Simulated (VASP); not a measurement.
# Lu2Al (Fm-3m) in VASP: reference runs

Reference runs on Lu2Al: the cell as given.

Program: VASP 6.6.1. These are calculated values, not measurements. Logs are shortened: lines on timing, memory, paths and dates and some standing lists are left out, and cuts for length are marked.

### Step 1. The crystal as given

Symmetry: Fm-3m, No. 225, cubic system. Conventional cell: a = 6.994 Å, b = 6.994 Å, c = 6.994 Å, α = 90.00°, β = 90.00°, γ = 90.00°. Around Lu (site symmetry -43m) lie 4 Al at 3.03 Å. Around Al (site symmetry m-3m) lie 8 Lu at 3.03 Å.

The cell was built by a generator and needn't be a form met in nature.

### Step 2. Single point, PBE

Input file INCAR:

```
SYSTEM = Lu2Al
PREC = Accurate ; ENCUT = 520
EDIFF = 1E-7 ; ISMEAR = -1
SIGMA = 0.05 ; LREAL = .FALSE.
LASPH = .TRUE. ; NELM = 100
ALGO = Normal ; ISIF = 2
LWAVE = .FALSE. ; LCHARG = .FALSE.
GGA = PE ; NBANDS = 34
```

Input file KPOINTS:

```
Automatic mesh
0
G
  7 7 7
  0 0 0
```

Input file POSCAR:

```
Lu2Al
1.0
    0.0000000000      3.4972100000      3.4972100000
    3.4972100000      0.0000000000      3.4972100000
    3.4972100000      3.4972100000      0.0000000000
Lu Al
2 1
Direct
    0.2500000000      0.2500000000      0.2500000000
    0.7500000000      0.7500000000      0.7500000000
    0.0000000000      0.0000000000      0.0000000000
```

Potentials or basis: VASP PAW PBE potentials, release 64 (Lu, Al).

Command:

```
> cat potpaw_PBE.64/Lu/POTCAR potpaw_PBE.64/Al/POTCAR > POTCAR
> mpirun -np 1 vasp_std > vasp.out
```

OUTCAR:

```text
SYSTEM = Lu2Al
   PREC = Accurate
   ENCUT = 520
   EDIFF = 1E-7
   ISMEAR = -1
   LREAL = .FALSE.
   LASPH = .TRUE.
   NELM = 100
   ISIF = 2
   GGA = PE

 ion  position               nearest neighbor table
   1  0.250  0.250  0.250-   3 3.03   3 3.03   3 3.03   3 3.03   2 3.50   2 3.50   2 3.50   2 3.50
                             2 3.50   2 3.50
   2  0.750  0.750  0.750-   3 3.03   3 3.03   3 3.03   3 3.03   1 3.50   1 3.50   1 3.50   1 3.50
                             1 3.50   1 3.50
   3  0.000  0.000  0.000-   1 3.03   2 3.03   2 3.03   2 3.03   2 3.03   1 3.03   1 3.03   1 3.03

  LATTYP: Found a face centered cubic cell.
 ALAT       =     6.9944200000

  Lattice vectors:

 A1 = (   0.0000000000,   3.4972100000,   3.4972100000)
 A2 = (   3.4972100000,   0.0000000000,   3.4972100000)
 A3 = (   3.4972100000,   3.4972100000,   0.0000000000)

Analysis of symmetry for initial positions (statically):
=====================================================================
 Subroutine PRICEL returns:
 Original cell was already a primitive cell.

 Routine SETGRP: Setting up the symmetry group for a
 face centered cubic supercell.

 Subroutine GETGRP returns: Found 48 space group operations
 (whereof 48 operations were pure point group operations)
 out of a pool of 48 trial point group operations.

The static configuration has the point symmetry O_h .

Analysis of symmetry for dynamics (positions and initial velocities):
=====================================================================
 Subroutine PRICEL returns:
 Original cell was already a primitive cell.

 Routine SETGRP: Setting up the symmetry group for a
 face centered cubic supercell.

 Subroutine GETGRP returns: Found 48 space group operations
 (whereof 48 operations were pure point group operations)
 out of a pool of 48 trial point group operations.

The dynamic configuration has the point symmetry O_h .

 Subroutine INISYM returns: Found 48 space group operations
 (whereof 48 operations are pure point group operations),
 and found     1 'primitive' translations

----------------------------------------------------------------------------------------

                                     Primitive cell

  volume of cell :      85.5451

  direct lattice vectors                    reciprocal lattice vectors
     0.000000000  3.497210000  3.497210000    -0.142971111  0.142971111  0.142971111
     3.497210000  0.000000000  3.497210000     0.142971111 -0.142971111  0.142971111
     3.497210000  3.497210000  0.000000000     0.142971111  0.142971111 -0.142971111

  length of vectors
     4.945801812  4.945801812  4.945801812     0.247633229  0.247633229  0.247633229

  position of ions in fractional coordinates (direct lattice)
     0.250000000  0.250000000  0.250000000
     0.750000000  0.750000000  0.750000000
     0.000000000  0.000000000  0.000000000

  ion indices of the primitive-cell ions
   primitive index   ion index
                 1           1
                 2           2
                 3           3

----------------------------------------------------------------------------------------

 KPOINTS: Automatic mesh

Automatic generation of k-mesh.
 Grid dimensions read from file:
 generate k-points for:    7    7    7

 Generating k-lattice:

  Cartesian coordinates                     Fractional coordinates (reciprocal lattice)
    -0.020424444  0.020424444  0.020424444     0.142857143  0.000000000  0.000000000
     0.020424444 -0.020424444  0.020424444     0.000000000  0.142857143  0.000000000
     0.020424444  0.020424444 -0.020424444     0.000000000  0.000000000  0.142857143

  Length of vectors
     0.035376176  0.035376176  0.035376176

  Shift w.r.t. Gamma in fractional coordinates (k-lattice)
     0.000000000  0.000000000  0.000000000

 Subroutine IBZKPT returns following result:
 ===========================================

 Found     20 irreducible k-points:

 Following reciprocal coordinates:
            Coordinates               Weight
  0.000000  0.000000  0.000000      1.000000
  0.142857  0.000000  0.000000      8.000000
  0.285714  0.000000  0.000000      8.000000
  0.428571  0.000000  0.000000      8.000000
  0.142857  0.142857  0.000000      6.000000
  0.285714  0.142857  0.000000     24.000000
[... 12 lines left out ...]
 -0.428571  0.428571  0.142857     24.000000
 -0.285714  0.428571  0.142857     24.000000
   k-points           NKPTS =     20   k-points in BZ     NKDIM =     20   number of bands    NBANDS=     34
   number of dos      NEDOS =    301   number of ions     NIONS =      3
   total plane-waves  NPLWV =  64000
   dimension x,y,z NGX =    40 NGY =   40 NGZ =   40
   dimension x,y,z NGXF=    80 NGYF=   80 NGZF=   80
   ions per type =               2   1
   NGX,Y,Z   is equivalent  to a cutoff of  13.45, 13.45, 13.45 a.u.
   NGXF,Y,Z  is equivalent  to a cutoff of  26.89, 26.89, 26.89 a.u.
 SYSTEM =  Lu2Al
   PREC   = accura    normal or accurate (medium, high low for compatibility)
   ISTART =      0    job   : 0-new  1-cont  2-samecut
   ICHARG =      2    charge: 1-file 2-atom 10-const
   ISPIN  =      1    spin polarized calculation?
   LNONCOLLINEAR =      F non collinear calculations
   LSORBIT =      F    spin-orbit coupling
   LASPH  =      T    aspherical Exc in radial PAW
   ENCUT  =  520.0 eV  38.22 Ry    6.18 a.u.   9.20  9.20  9.20*2*pi/ulx,y,z
   NELM   =    100;   NELMIN=  2; NELMDL= -5     # of ELM steps
   EDIFF  = 0.1E-06   stopping-criterion for ELM
   LREAL  =      F    real-space projection
   EDIFFG = 0.1E-05   stopping-criterion for IOM
   NSW    =      0    number of steps for IOM
   IBRION =     -1    ionic relax: 0-MD 1-quasi-New 2-CG
   NFREE  =      0    steps in history (QN), initial steepest desc. (CG)
   ISIF   =      2    stress and relaxation
   ISYM   =      2    0-nonsym 1-usesym 2-fastsym
   POTIM  = 0.5000    time-step for ionic-motion
   TEBEG  =    0.0;   TEEND  =   0.0 temperature during run
   PSTRESS=    0.0 pullay stress
   NELECT =      53.0000    total number of electrons
   NUPDOWN=      -1.0000    fix difference up-down
   EMIN   =  10.00;   EMAX   =-10.00  energy-range for DOS
   EFERMI =   0.00;   METHOD = LEGACY
   ISMEAR =    -1;   SIGMA  =   0.05  broadening in eV -4-tet -1-fermi 0-gaus
   EFERMI_NEDOS =   21; number of points for ismear=-14 and -15
   IALGO  =     38    algorithm
   IMIX   =      4    mixing-type and parameters
     AMIX     =   0.40;   BMIX     =  1.00
     AMIX_MAG =   1.60;   BMIX_MAG =  1.00
  volume/ion in A,a.u.               =      28.52       192.43
  Fermi-wavevector in a.u.,A,eV,Ry     =   1.395624  2.637347 26.500968  1.947766
  Thomas-Fermi vector in A             =   2.519058
   LORBIT       =      0    0 simple, 1 ext, 2 COOP (PROOUT), +10 PAW based schemes
   GGA     = PE    functional components
   LHFCALC =     F    Hartree Fock is set to
   AEXX    =    0.0000 exact exchange contribution
   IVDW    =     0    specifies the selected vdW correction
   LEPSILON=     F    determine dielectric tensor
   LRPA    =     F    only Hartree local field effects (RPA)
 non-spin polarized calculation
  energy-cutoff  :      520.00
  volume of cell :       85.55
 maximum number of plane-waves:      2316
 NGX is ok and might be reduce to    40
   NGX = 19   NGY = 19   NGZ = 19

 number of electron      53.0000002 magnetization

 Free energy of the ion-electron system (eV)
  ---------------------------------------------------
  ext. energy  EPLUGINS =         0.00000000
  ---------------------------------------------------
  free energy    TOTEN  =       -12.80008294 eV

  energy without entropy =      -12.76427025  energy(sigma->0) =      -12.78217660

 E-fermi :   2.4747     XC(G=0):  -9.8576

 val. band max:        2.4719471530   @ k =   0.1429   0.1429   0.0000
 cond. band min:       2.4798410462   @ k =   0.1429   0.0000   0.0000
 fundamental gap:      0.0078938931
 Fermi energy:         2.4746637635

 k-point     1 :       0.0000    0.0000    0.0000
  band No.  band energies     occupation
      1     -54.0650      2.00000
      2     -54.0407      2.00000
      3     -24.7886      2.00000
      4     -24.7886      2.00000
      5     -24.7886      2.00000
      6     -24.6103      2.00000
[... 26 lines left out ...]
     33       7.7149      0.00000
     34       7.7149      0.00000

 k-point     2 :       0.1429    0.0000    0.0000
  band No.  band energies     occupation
      1     -54.0638      2.00000
      2     -54.0419      2.00000
      3     -24.7816      2.00000
      4     -24.7803      2.00000
      5     -24.7803      2.00000
      6     -24.6212      2.00000
[... 26 lines left out ...]
     33       6.7241      0.00000
     34       7.1479      0.00000

 k-point     3 :       0.2857    0.0000    0.0000
  band No.  band energies     occupation
      1     -54.0604      2.00000
      2     -54.0452      2.00000
      3     -24.7610      2.00000
      4     -24.7566      2.00000
      5     -24.7566      2.00000
      6     -24.6507      2.00000
[... 26 lines left out ...]
     33       6.1703      0.00000
     34       6.1703      0.00000

 k-point     4 :       0.4286    0.0000    0.0000
  band No.  band energies     occupation
      1     -54.0555      2.00000
      2     -54.0501      2.00000
      3     -24.7291      2.00000
      4     -24.7218      2.00000
      5     -24.7218      2.00000
      6     -24.6896      2.00000
[... 26 lines left out ...]
     33       5.2379      0.00000
     34       5.2379      0.00000

 k-point     5 :       0.1429    0.1429    0.0000
  band No.  band energies     occupation
      1     -54.0635      2.00000
      2     -54.0422      2.00000
      3     -24.7938      2.00000
      4     -24.7938      2.00000
      5     -24.7482      2.00000
      6     -24.6555      2.00000
[... 473 lines left out ...]
 k-point    18 :      -0.4286    0.2857    0.1429
  band No.  band energies     occupation
      1     -54.0548      2.00000
      2     -54.0507      2.00000
      3     -24.8114      2.00000
      4     -24.7900      2.00000
      5     -24.7260      2.00000
      6     -24.6824      2.00000
[... 26 lines left out ...]
     33       5.6933      0.00000
     34       6.3222      0.00000

 k-point    19 :      -0.4286    0.4286    0.1429
  band No.  band energies     occupation
      1     -54.0557      2.00000
      2     -54.0498      2.00000
      3     -24.8292      2.00000
      4     -24.8199      2.00000
      5     -24.7728      2.00000
      6     -24.6343      2.00000
[... 26 lines left out ...]
     33       5.5827      0.00000
     34       7.0532      0.00000

 k-point    20 :      -0.2857    0.4286    0.1429
  band No.  band energies     occupation
      1     -54.0532      2.00000
      2     -54.0522      2.00000
      3     -24.8331      2.00000
      4     -24.8162      2.00000
      5     -24.7305      2.00000
      6     -24.6778      2.00000
[... 26 lines left out ...]
     33       5.8431      0.00000
     34       6.5446      0.00000

------------------------ aborting loop because EDIFF is reached ----------------------------------------

  FORCE on cell =-STRESS in cart. coord.  units (eV):
  Direction    XX          YY          ZZ          XY          YZ          ZX
  --------------------------------------------------------------------------------------
  -------------------------------------------------------------------------------------
  Total        0.0687590      0.0687590      0.0687590      0.0000000     -0.0000000     -0.0000000
  in kB        1.2877907      1.2877907      1.2877907      0.0000000     -0.0000000     -0.0000000
  external PRESSURE =       1.2877907 kB  Pullay stress =       0.0000000 kB

 VOLUME and BASIS-vectors are now :
 -----------------------------------------------------------------------------
  energy-cutoff  :      520.00
  volume of cell :       85.55
      direct lattice vectors                 reciprocal lattice vectors
     0.000000000  3.497210000  3.497210000    -0.142971111  0.142971111  0.142971111
     3.497210000  0.000000000  3.497210000     0.142971111 -0.142971111  0.142971111
     3.497210000  3.497210000  0.000000000     0.142971111  0.142971111 -0.142971111

 POSITION                                       TOTAL-FORCE (eV/Angst)
 -----------------------------------------------------------------------------------
      1.74860      1.74860      1.74860         0.000000      0.000000     -0.000000
      5.24582      5.24582      5.24582        -0.000000     -0.000000      0.000000
      0.00000      0.00000      0.00000         0.000000     -0.000000     -0.000000
 -----------------------------------------------------------------------------------
    total drift:                                0.000000     -0.000000      0.000000

  FREE ENERGIE OF THE ION-ELECTRON SYSTEM (eV)
  ---------------------------------------------------
  free  energy   TOTEN  =       -12.8000829441 eV

  energy  without entropy=      -12.7642702539  energy(sigma->0) =      -12.78217660
```

Wall time 1.7 min (1 thread of Intel Xeon Platinum 8488C (Sapphire Rapids), shared host); peak memory 0.26 GiB.

Results:

```yaml
Free_energy: -12.8001 eV
Pressure: 0.1 GPa
Band_gap_on_the_k_mesh: none (metal or under the smearing width)
```

Levels at points of the mesh, in eV from the Fermi level:
```tsv
k point	band 24	band 25	band 26	band 27	band 28	band 29	band 30	band 31
(0.00, 0.00, 0.00)	-1.35	-1.35	-1.35	-0.11	-0.11	2.71	4.13	4.13
```
